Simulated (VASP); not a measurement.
An input for Quantum ESPRESSO's pw.x (written as the equivalent of a VASP run, and not itself run):

```
&CONTROL
  calculation = 'scf'
  pseudo_dir = './pseudo'
  outdir = './out'
  tprnfor = .true.
  tstress = .true.
/
&SYSTEM
  ibrav = 0
  nat = 4
  ntyp = 1
  ecutwfc = 72
  occupations = 'smearing'
  smearing = 'fermi-dirac'
  degauss = 0.003675
  input_dft = 'pbesol'
/
&ELECTRONS
  conv_thr = 7.3e-08
  electron_maxstep = 100
/
ATOMIC_SPECIES
  Re 186.207 Re.upf
CELL_PARAMETERS angstrom
     2.7371340    0.0000000    0.0000000
    -1.3685670    2.3704270    0.0000000
     0.0000000    0.0000000   11.7103030
ATOMIC_POSITIONS crystal
  Re   0.3333330  0.6666670  0.2134870
  Re   0.6666670  0.3333330  0.4044890
  Re   0.3333330  0.6666670  0.5955010
  Re   0.6666670  0.3333330  0.7865130
K_POINTS automatic
  9 9 1 0 0 0
```

Write the VASP files for the same calculation (PBEsol).

Several could match; the one computed here: 
File KPOINTS:
```
Automatic
0
G
 9 9 1
```

POSCAR:
```
Re
1
    2.7371340000     0.0000000000     0.0000000000
   -1.3685670000     2.3704270000     0.0000000000
    0.0000000000     0.0000000000    11.7103030000
Re
4
Direct
  0.3333330000   0.6666670000   0.2134870000
  0.6666670000   0.3333330000   0.4044890000
  0.3333330000   0.6666670000   0.5955010000
  0.6666670000   0.3333330000   0.7865130000
```

INCAR:
```
# general
SYSTEM =Re
PREC   =Accurate
ENCUT  =300
LREAL  =.FALSE.   # projection in real space or not
LASPH  =.TRUE.   # aspherical one-centre terms

# electronic loop
EDIFF  =1E-6   # SCF stop (eV)
NELM   =100
ALGO   =Normal
LMAXMIX=6   # l cut-off of mixed one-centre charges

# smearing
ISMEAR =-1   # Fermi-Dirac
SIGMA  =0.05   # width (eV)

# functional
GGA    =PS

# ions
ISIF   =2

# output
LWAVE  =.FALSE.
LCHARG =.FALSE.
```

POTCAR, in this order: Re (PBE.64 set). Program: vasp_std.

Limits of the translation: the potentials are each code's own (VASP's PAW set, PseudoDojo norm-conserving files in pw.x), so ENCUT and ecutwfc are chosen apart and not converted; conv_thr bounds pw.x's estimated SCF error, while EDIFF bounds the energy change between steps.

The cell is a sheet with vacuum, built from a database entry that may be metastable or hypothetical.
